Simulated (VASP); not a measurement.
Energy against volume of MgO (rock salt). Computed with SCAN meta-GGA, VASP's PBE PAW potentials (set 64) (plane waves; VASP 6.6.1). Run with 520 eV cut-off, 11×11×11 Γ-centred mesh, Gaussian smearing of 0.050 eV, potentials Mg O.

| V (Å³/atom) | E (eV/atom) |
|---|---|
| 8.889 | -8.63852 |
| 9.164 | -8.64356 |
| 9.439 | -8.63968 |
| 9.714 | -8.62814 |

**Question.** Fit these four points and predict the energy of the run at 8.614 Å³/atom.

**Answer.** A cubic in V^(−2/3), the third-order Birch-Murnaghan form, passes through the four points with V0 = 9.17 Å³/atom and B0 = 172 GPa, and gives -8.6231 eV/atom there. The run gave -8.6231 eV/atom, +0.0 meV/atom from the fit; all five points give B0 = 172 GPa.

The compound is MgO in the rock salt structure. It was relaxed first.
